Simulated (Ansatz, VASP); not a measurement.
**Te2As: VASP beside Ansatz**

Wanted: the spread between two codes on one cell, functional and k mesh. The cell is generated by rule, not measured, and may not be a known phase. The cell is taken from a series of runs on this material, whose earlier steps may have relaxed, scaled, displaced or heated it; both programs get it as it stands.

Calculated with Ansatz 0.2.0; plane waves, with VASP 6.6.1 beside it; relaxation of cell and atoms at LDA.

The structure was built from a prototype and need not be the compound's stable phase.

## 1. The structure

The structure is monoclinic, space group P2_1/m (No. 11). Conventional cell: a = 4.192 Å, b = 7.615 Å, c = 5.539 Å, α = 90.00°, β = 103.35°, γ = 90.00°. As has 4 Te at 2.75 to 2.91 Å nearest. Nearest to Te lie 2 As at 2.75 to 2.91 Å and 2 Te at 3.00 to 3.14 Å. Farther neighbours and most contacts between anions are not listed.

Coordinates:

```cif
data_structure
_symmetry_space_group_name_H-M 'P2_1/m'
_symmetry_Int_Tables_number 11
_cell_length_a 4.1916
_cell_length_b 7.6149
_cell_length_c 5.5393
_cell_angle_alpha 90.000
_cell_angle_beta 103.350
_cell_angle_gamma 90.000
_cell_volume 172.03
loop_
_atom_site_label
_atom_site_type_symbol
_atom_site_symmetry_multiplicity
_atom_site_Wyckoff_symbol
_atom_site_fract_x
_atom_site_fract_y
_atom_site_fract_z
_atom_site_occupancy
As1 As 2 e 0.60777 0.25000 0.58339 1
Te1 Te 4 f 0.76021 0.99430 0.23612 1
```

## 2. VASP: relaxation of cell and atoms, LDA

The relaxed volume is the usual yardstick between codes: in a stiff, nearly cubic crystal its relative difference is about their pressure difference at one cell divided by the bulk modulus.

Lines of VASP's logs that name or quote its potential files are left out, and so is its time.

INCAR

```
SYSTEM = Te2As
PREC = Accurate
ENCUT = 500
EDIFF = 1E-07
NELM = 120
ISMEAR = 1
SIGMA = 0.15
LREAL = .FALSE.
ALGO = Normal
GGA = PW92
NBANDS = 23
LORBIT = 11
LWAVE = .FALSE.
LCHARG = .FALSE.
ISIF = 3
IBRION = 2
NSW = 80
EDIFFG = -0.005
LASPH = .TRUE.
GGA_COMPAT = .FALSE.
NELMIN = 4
KPAR = 2
```

POSCAR

```
Te2As
1.0
    4.1916350000      0.0000000000      0.0000000000
    0.0000000000      7.6148620000      0.0000000000
   -1.2790250000      0.0000000000      5.3896470000
As Te
2 4
Direct
    0.1077726557      0.2500000657      0.0833913613
    0.8922272876      0.7500000657      0.9166084532
    0.2602092663      0.9943033767      0.7361218648
    0.7397906771      0.4943033767      0.2638779497
    0.2602092663      0.5056967546      0.7361218648
    0.7397906771      0.0056967546      0.2638779497
```

KPOINTS

```
Automatic mesh
0
Gamma
8 4 6
0 0 0
```

The projector-augmented-wave data sets are As and Te (LDA family, release 64).

Run with:

```
$ mpirun -np 2 vasp_std
```

Numbers of over 12 decimals in the logs are rounded to 6 here.

The log of the run:

```text
[banner, memory and clock lines left out]
running    2 mpi-ranks, on    1 nodes
 distrk:  each k-point on    1 cores,    2 groups
 distr:  one band on    1 cores,    1 groups

 POSCAR found type information on POSCAR AsTe
 POSCAR found :  2 types and       6 ions
|                                                                             |
|               ----> ADVICE to this user running VASP <----                  |
|                                                                             |
|     You enforced a specific xc type in the INCAR file but a different       |
|     [... a line on the potential file left out ...]
|     I HOPE YOU KNOW WHAT YOU ARE DOING!                                     |
|                                                                             |

 LDA part: xc-table for (Slater(with rela. corr.)+PW92), standard interpolation
 POSCAR, INCAR and KPOINTS ok, starting setup
 FFT: planning ... GRIDC
 FFT: planning ... GRID_SOFT
 FFT: planning ... GRID
 WAVECAR not read
 entering main loop
       N       E                     dE             d eps       ncg     rms          rms(c)
DAV:   1     0.157616840080E+03    0.15762E+03   -0.12568E+04  3588   0.118E+03
DAV:   2    -0.111081242950E+02   -0.16872E+03   -0.16263E+03  4717   0.176E+02
DAV:   3    -0.245318577177E+02   -0.13424E+02   -0.13100E+02  4562   0.536E+01
DAV:   4    -0.248437849347E+02   -0.31193E+00   -0.31076E+00  4376   0.939E+00
DAV:   5    -0.248531952965E+02   -0.94104E-02   -0.94037E-02  5134   0.163E+00    0.142E+01
DAV:   6    -0.247987611055E+02    0.54434E-01   -0.50715E-02  4115   0.120E+00    0.851E+00
DAV:   7    -0.247811425150E+02    0.17619E-01   -0.48794E-02  4232   0.105E+00    0.689E-01
DAV:   8    -0.247810412245E+02    0.10129E-03   -0.36778E-03  4288   0.327E-01    0.282E-01
DAV:   9    -0.247808419781E+02    0.19925E-03   -0.61966E-04  4241   0.125E-01    0.711E-02
DAV:  10    -0.247808478234E+02   -0.58453E-05   -0.10319E-04  4211   0.478E-02    0.174E-02
DAV:  11    -0.247808462884E+02    0.15351E-05   -0.63514E-06  4275   0.138E-02    0.699E-03
DAV:  12    -0.247808463964E+02   -0.10803E-06   -0.14501E-06  4393   0.546E-03    0.151E-03
DAV:  13    -0.247808463965E+02   -0.11073E-09   -0.78153E-08  2648   0.170E-03
   1 F= -.24780846E+02 E0= -.24780104E+02  d E =-.247808E+02
[... from here on, the cycles between the ionic steps are left out ...]
   2 F= -.24781782E+02 E0= -.24781004E+02  d E =-.935528E-03
   3 F= -.24781799E+02 E0= -.24781017E+02  d E =-.952687E-03
  14 F= -.24788512E+02 E0= -.24787439E+02  d E =-.507363E-03
  15 F= -.24788806E+02 E0= -.24787586E+02  d E =-.801421E-03
  16 F= -.24788918E+02 E0= -.24787732E+02  d E =-.111582E-03
  17 F= -.24788919E+02 E0= -.24787735E+02  d E =-.112138E-03
  18 F= -.24788969E+02 E0= -.24787798E+02  d E =-.502179E-04
  19 F= -.24788970E+02 E0= -.24787803E+02  d E =-.511132E-04
  20 F= -.24789013E+02 E0= -.24787839E+02  d E =-.432913E-04
  21 F= -.24789042E+02 E0= -.24787861E+02  d E =-.725873E-04
  22 F= -.24789062E+02 E0= -.24787868E+02  d E =-.927074E-04
  23 F= -.24789081E+02 E0= -.24787888E+02  d E =-.181698E-04
  24 F= -.24789086E+02 E0= -.24787895E+02  d E =-.239624E-04
 curvature:  -1.49 expect dE=-0.372E-04 dE for cont linesearch -0.255E-08
 trial: gam= 1.25354 g(F)=  0.691E-05 g(S)=  0.181E-04 ort =-0.198E-06 (trialstep = 0.569E+00)
 search vector abs. value=  0.607E-04
 bond charge predicted
       N       E                     dE             d eps       ncg     rms          rms(c)
DAV:   1    -0.247890943602E+02   -0.79589E-05   -0.44671E-04  3658   0.988E-02    0.126E-02
DAV:   2    -0.247890955777E+02   -0.12175E-05   -0.26674E-05  4539   0.240E-02    0.747E-03
DAV:   3    -0.247890951434E+02    0.43437E-06   -0.71198E-07  4295   0.446E-03    0.416E-03
DAV:   4    -0.247890948629E+02    0.28043E-06   -0.58578E-07  4113   0.311E-03    0.155E-03
DAV:   5    -0.247890948637E+02   -0.74942E-09   -0.31315E-08  2067   0.914E-04
  25 F= -.24789095E+02 E0= -.24787905E+02  d E =-.851050E-05
 trial-energy change:   -0.000009  1 .order   -0.000011   -0.000014   -0.000007
 step:   1.1212(harm=  1.1212)  dis= 0.00076  next Energy=   -24.789100 (dE=-0.139E-04)
 reached required accuracy - stopping structural energy minimisation
```

From OUTCAR (step 2):

```text
ion  position               nearest neighbor table
   1  0.108  0.250  0.083-   4 2.75   6 2.75   5 2.91   3 2.91   4 3.20   6 3.20
   2  0.892  0.750  0.917-   3 2.75   5 2.75   6 2.91   4 2.91   3 3.20   5 3.20
   3  0.260  0.994  0.736-   2 2.75   1 2.91   6 3.00   6 3.14   2 3.20   6 3.65
   4  0.740  0.494  0.264-   1 2.75   2 2.91   5 3.00   5 3.14   1 3.20   5 3.65
   5  0.260  0.506  0.736-   2 2.75   1 2.91   4 3.00   4 3.14   2 3.20   4 3.65
   6  0.740  0.006  0.264-   1 2.75   2 2.91   3 3.00   3 3.14   1 3.20   3 3.65

  LATTYP: Found a simple monoclinic cell.
 ALAT       =     4.1916350000
 B/A-ratio  =     1.8166806032
 C/A-ratio  =     1.3215206157
 COS(beta)  =    -0.2308987771

 Subroutine GETGRP returns: Found  4 space group operations
 (whereof  2 operations were pure point group operations)

The static configuration has the point symmetry S_2 .
 The point group associated with its full space group is C_2h.

 Found     78 irreducible k-points:

   k-points           NKPTS =     78   k-points in BZ     NKDIM =     78   number of bands    NBANDS=     23

   dimension x,y,z NGX =    32 NGY =   56 NGZ =   40
   dimension x,y,z NGXF=    64 NGYF=  112 NGZF=   80

   ENCUT  =  500.0 eV  36.75 Ry    6.06 a.u.   7.64 13.88 10.10*2*pi/ulx,y,z

   NELECT =      34.0000    total number of electrons

 k-points in reciprocal lattice and weights: Automatic mesh
   0.00000000  0.00000000  0.00000000       0.005
   0.12500000  0.00000000 -0.00000000       0.010
   0.25000000  0.00000000 -0.00000000       0.010
   0.37500000  0.00000000  0.00000000       0.010
   0.50000000  0.00000000 -0.00000000       0.005
   0.00000000  0.25000000  0.00000000       0.010
   0.12500000  0.25000000 -0.00000000       0.021
   0.25000000  0.25000000 -0.00000000       0.021
   0.37500000  0.25000000  0.00000000       0.021
[...]
0.37500000  0.50000000  0.50000000       0.010
   0.50000000  0.50000000  0.50000000       0.005

 average (electrostatic) potential at core
       1 -52.6359       2 -52.6359       3 -89.5354       4 -89.5354       5 -89.5354
       6 -89.5354

 E-fermi :   6.0831

 k-point     1 :       0.0000    0.0000    0.0000
  band No.  band energies     occupation
    ...
     12       3.4692      2.00000
     13       3.4815      2.00000
     14       3.8558      2.00000
     15       4.7701      2.00000
     16       5.2967      2.00000
     17       6.2876     -0.06605
     18       7.0457     -0.00000
     19       7.7825     -0.00000
     20       7.7863     -0.00000
     21       8.0755     -0.00000
    ...

 k-point     2 :       0.1250    0.0000   -0.0000
  band No.  band energies     occupation
    ...
     12       3.2593      2.00000
     13       3.6203      2.00000
     14       4.2801      2.00000
     15       4.7371      2.00000
     16       5.2775      2.00000
     17       6.3154     -0.05086
     18       6.6223     -0.00000
     19       7.7890     -0.00000
     20       7.9056     -0.00000
     21       7.9652     -0.00000
    ...

 k-point     3 :       0.2500    0.0000   -0.0000
  band No.  band energies     occupation
    ...
     12       2.9223      2.00000
     13       3.3759      2.00000
     14       4.1242      2.00000
     15       4.8826      2.00000
     16       5.5107      2.00000
     17       6.2008      0.02784
     18       6.2167     -0.01962
     19       7.1172     -0.00000
     20       7.2210     -0.00000
     21       7.7682     -0.00000
    ...

  Total       -0.0167471     -0.0048816     -0.0165728      0.0000000      0.0000000     -0.0018819
  in kB       -0.1555026     -0.0453274     -0.1538847      0.0000000      0.0000000     -0.0174737
  external PRESSURE =      -0.1182382 kB  Pullay stress =       0.0000000 kB

  energy-cutoff  :      500.00
  volume of cell :      172.55
      direct lattice vectors                 reciprocal lattice vectors
     4.085022188  0.000000000 -0.039218724     0.245349360  0.000000000  0.057563787
     0.000000000  7.652956241  0.000000000     0.000000000  0.130668459  0.000000000
    -1.297871056  0.000000000  5.531808307     0.001739447  0.000000000  0.181180822

 POSITION                                       TOTAL-FORCE (eV/Angst)
 -----------------------------------------------------------------------------------
      0.36968      1.91324      0.51863         0.000919      0.000000      0.002303
      2.41747      5.73972      4.97396        -0.000919      0.000000     -0.002303
      0.10612      7.62765      4.07814        -0.001201     -0.000608      0.002564
      2.68103      3.80117      1.41445         0.001201     -0.000608     -0.002564
      0.10612      3.85179      4.07814        -0.001201      0.000608      0.002564
      2.68103      0.02531      1.41445         0.001201      0.000608     -0.002564
 -----------------------------------------------------------------------------------
    total drift:                                0.000078     -0.000130      0.000668

  FREE ENERGIE OF THE ION-ELECTRON SYSTEM (eV)
  ---------------------------------------------------
  free  energy   TOTEN  =       -24.7890948637 eV

  energy  without entropy=      -24.7855253650  energy(sigma->0) =      -24.78790503

 reached required accuracy - stopping structural energy minimisation

 total charge
# of ion       s       p       d       tot
------------------------------------------
    1        1.370   1.221   0.049   2.639
    2        1.370   1.221   0.049   2.639
    3        1.432   1.849   0.049   3.330
    4        1.432   1.849   0.049   3.330
    5        1.432   1.849   0.049   3.330
    6        1.432   1.849   0.049   3.330
--------------------------------------------------
tot          8.469   9.836   0.293  18.598

[... 3 further parts left out ...]
```

CONTCAR:

```
Te2As
   1.00000000000000
     4.0850221876889705    0.0000000000000000   -0.0392187242484805
     0.0000000000000000    7.6529562410641292    0.0000000000000000
    -1.2978710562521421    0.0000000000000000    5.5318083074903122
  As              Te
     2     4
Direct
     0.1205547205349712    0.2500000657000001    0.0946083037569121
     0.8794452227650328    0.7500000657000001    0.9053915107430888
     0.2607900073991727    0.9966927933115287    0.7390656172052200
     0.7392099360008263    0.4966927933115289    0.2609341972947810
     0.2607900073991727    0.5033073379884768    0.7390656172052200
     0.7392099360008263    0.0033073379884768    0.2609341972947810
```

The k-mesh is coarse for a metal. The run keeps the 4 symmetry operations of its start, so it cannot find a distortion of lower symmetry.

(Continued in part 2 of 2.)

[Lines on the potential files, build, host, timing and source positions are cut from VASP's logs without a mark.]

[Logs are printed without paths, hosts, clocks, repeated set-up lines and the standing remarks that a program may print on its own settings, such as how far it seeks lower states.]

[Hosts, paths, dates, database ids (printed as entryN), source tags and the programs' standing remarks are cut or masked in the printed files.]
